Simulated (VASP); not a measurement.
```
CELL_PARAMETERS angstrom
      3.17790     0.00000     0.00000
      0.00000     3.17790     0.00000
      0.00000     0.00000    30.36800
ATOMIC_POSITIONS crystal
  Si 0.50000 0.50000 0.26343
  Si 0.00000 0.00000 0.30727
  Si 0.00000 0.00000 0.39235
  Si 0.50000 0.50000 0.43619
  Si 0.50000 0.50000 0.52127
  Si 0.00000 0.00000 0.56510
  Si 0.00000 0.00000 0.65019
  Si 0.50000 0.50000 0.69402
  W  0.00000 0.00000 0.47873
  W  0.50000 0.50000 0.34981
  W  0.00000 0.00000 0.73656
  W  0.50000 0.50000 0.60765
```

Calculation: PBE GGA, VASP's PBE PAW potentials (set 64) (plane waves; VASP). Numerical set-up: 300 eV cut-off, 7×7×1 Γ-centred mesh, first-order Methfessel-Paxton smearing of 0.27 eV, potentials Si W_sv.

At this cut-off the stress carries a Pulay error, which pulls relaxed volumes low. The cell holds a wide vacuum, so values per volume refer to the whole cell.

Question: Give the force on each atom (eV/Å).

Answer: 
| atom | Fx | Fy | Fz |
|---|---|---|---|
| Si1 | 0.000 | 0.000 | -0.292 |
| Si2 | 0.000 | 0.000 | -0.735 |
| Si3 | 0.000 | 0.000 | 0.232 |
| Si4 | 0.000 | 0.000 | -0.205 |
| Si5 | 0.000 | 0.000 | 0.215 |
| Si6 | 0.000 | 0.000 | -0.250 |
| Si7 | 0.000 | 0.000 | 0.974 |
| Si8 | 0.000 | 0.000 | 1.116 |
| W9 | 0.000 | 0.000 | 0.140 |
| W10 | 0.000 | 0.000 | 0.305 |
| W11 | 0.000 | 0.000 | -1.347 |
| W12 | 0.000 | 0.000 | -0.153 |

Question: Give the stress tensor in GPa (positive for a compressed cell).

Answer: 
```
1.25  0.00  0.00
0.00  1.25  0.00
0.00  0.00  2.20
```
The pressure is its mean diagonal, 1.57 GPa.

The cell is a sheet with vacuum, built from a generated structure.
